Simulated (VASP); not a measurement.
Output of a VASP run:

### OSZICAR
```
       N       E                     dE             d eps       ncg     rms          rms(c)
DAV:   1     0.134691950451E+03    0.13469E+03   -0.87049E+03   848   0.135E+03
DAV:   2    -0.702209344209E+01   -0.14171E+03   -0.13457E+03   972   0.334E+02
DAV:   3    -0.135715599684E+02   -0.65495E+01   -0.65022E+01  1092   0.759E+01
DAV:   4    -0.137515332858E+02   -0.17997E+00   -0.17985E+00  1164   0.115E+01
DAV:   5    -0.137545349688E+02   -0.30017E-02   -0.30015E-02  1064   0.135E+00    0.861E+00
DAV:   6    -0.120671538400E+02    0.16874E+01   -0.86458E+00   976   0.275E+01    0.358E+00
DAV:   7    -0.120509918504E+02    0.16162E-01   -0.69937E-01  1124   0.819E+00    0.178E+00
DAV:   8    -0.120700748645E+02   -0.19083E-01   -0.93534E-02   912   0.350E+00    0.481E-01
DAV:   9    -0.120685401142E+02    0.15348E-02   -0.31984E-02  1052   0.152E+00    0.143E-01
DAV:  10    -0.120693817106E+02   -0.84160E-03   -0.28008E-03   928   0.534E-01    0.261E-02
DAV:  11    -0.120694880552E+02   -0.10634E-03   -0.44928E-04  1108   0.179E-01    0.302E-02
DAV:  12    -0.120694757039E+02    0.12351E-04   -0.70234E-05   952   0.941E-02    0.519E-03
DAV:  13    -0.120694753050E+02    0.39894E-06   -0.40447E-06  1040   0.227E-02
   1 F= -.12069475E+02 E0= -.12069475E+02  d E =-.120695E+02
       N       E                     dE             d eps       ncg     rms          rms(c)
DAV:   1    -0.126496119080E+02   -0.58014E+00   -0.15014E+01   900   0.472E+01    0.507E+00
DAV:   2    -0.121941757922E+02    0.45544E+00   -0.19188E+00   952   0.130E+01    0.205E+00
DAV:   3    -0.121010462856E+02    0.93130E-01   -0.21158E-01  1368   0.569E+00    0.833E-01
DAV:   4    -0.120885467130E+02    0.12500E-01   -0.10720E-01  1344   0.294E+00    0.289E-01
DAV:   5    -0.120890605766E+02   -0.51386E-03   -0.10141E-03  1044   0.362E-01    0.262E-01
DAV:   6    -0.120928858320E+02   -0.38253E-02   -0.44837E-03  1348   0.455E-01    0.787E-02
DAV:   7    -0.120929636370E+02   -0.77805E-04   -0.32291E-04  1396   0.180E-01    0.936E-03
DAV:   8    -0.120929830386E+02   -0.19402E-04   -0.33551E-05  1408   0.390E-02    0.346E-03
DAV:   9    -0.120929869385E+02   -0.38998E-05   -0.20355E-06  1104   0.862E-03    0.163E-03
DAV:  10    -0.120929872640E+02   -0.32557E-06   -0.14293E-07   440   0.355E-03
   2 F= -.12092987E+02 E0= -.12092987E+02  d E =-.235120E-01
       N       E                     dE             d eps       ncg     rms          rms(c)
DAV:   1    -0.121328378636E+02   -0.39851E-01   -0.96061E-01   908   0.116E+01    0.132E+00
DAV:   2    -0.121018806289E+02    0.30957E-01   -0.11970E-01   920   0.331E+00    0.505E-01
DAV:   3    -0.120961688329E+02    0.57118E-02   -0.13229E-02  1432   0.147E+00    0.202E-01
DAV:   4    -0.120954775617E+02    0.69127E-03   -0.55709E-03  1344   0.688E-01    0.604E-02
DAV:   5    -0.120955162663E+02   -0.38705E-04   -0.53692E-05  1040   0.853E-02    0.545E-02
DAV:   6    -0.120957904013E+02   -0.27413E-03   -0.29736E-04  1344   0.985E-02    0.217E-02
DAV:   7    -0.120958123201E+02   -0.21919E-04   -0.19465E-05  1388   0.392E-02    0.502E-03
DAV:   8    -0.120958108589E+02    0.14611E-05   -0.71050E-07   652   0.719E-03    0.119E-03
DAV:   9    -0.120958106323E+02    0.22666E-06   -0.46777E-07   436   0.533E-03
   3 F= -.12095811E+02 E0= -.12095811E+02  d E =-.263353E-01
```

OUTCAR:
```
------------------------ aborting loop because EDIFF is reached ----------------------------------------
  FORCE on cell =-STRESS in cart. coord.  units (eV):
  Direction    XX          YY          ZZ          XY          YZ          ZX
  --------------------------------------------------------------------------------------
  Total        0.0020143      0.0020143      0.0020143      0.0000000      0.0000000      0.0000000
  in kB        0.1099604      0.1099604      0.1099604      0.0000000      0.0000000      0.0000000
  external PRESSURE =       0.1099604 kB  Pullay stress =       0.0000000 kB
  volume of cell :       29.35
      direct lattice vectors                 reciprocal lattice vectors
     0.000000000  2.448262383  2.448262383    -0.204226476  0.204226476  0.204226476
     2.448262383 -0.000000000  2.448262383     0.204226476 -0.204226476  0.204226476
     2.448262383  2.448262383  0.000000000     0.204226476  0.204226476 -0.204226476
  FREE ENERGIE OF THE ION-ELECTRON SYSTEM (eV)
  ---------------------------------------------------
  free  energy   TOTEN  =       -12.0958106323 eV

  energy  without entropy=      -12.0958106323  energy(sigma->0) =      -12.09581063

 reached required accuracy - stopping structural energy minimisation
```
(Selected blocks of OUTCAR.)

POSCAR:
```
CaO
1
    0.0000000000     2.4050000000     2.4050000000
    2.4050000000     0.0000000000     2.4050000000
    2.4050000000     2.4050000000     0.0000000000
Ca O
1 1
Direct
  0.0000000000   0.0000000000   0.0000000000
  0.5000000000   0.5000000000   0.5000000000
```

**Question.** Write an INCAR and KPOINTS that could have produced this output.

**Answer.** Several could match; the one computed here: the input of the run itself, RPBE GGA, plane waves, VASP's PBE PAW potentials (set 64).

### KPOINTS
```
Automatic mesh
0
Gamma
9 9 9
0 0 0
```

### INCAR
```
ALGO=Normal
EDIFF=1E-6
EDIFFG=-0.01
ENCUT=520
GGA=RP
IBRION=2
ISIF=3
ISMEAR=0
LASPH=.TRUE.
LCHARG=.FALSE.
LREAL=.FALSE.
LWAVE=.FALSE.
NELM=100
NSW=60
PREC=Accurate
SIGMA=0.05
SYSTEM=CaO
```

POTCAR, in this order: Ca_sv O (PBE.64 set). Program: vasp_std.

Energy and stress use the plane-wave basis of the starting cell.

The compound is CaO in the rock salt structure. This run relaxes it. Symmetry was kept, so distortions that lower it aren't found.
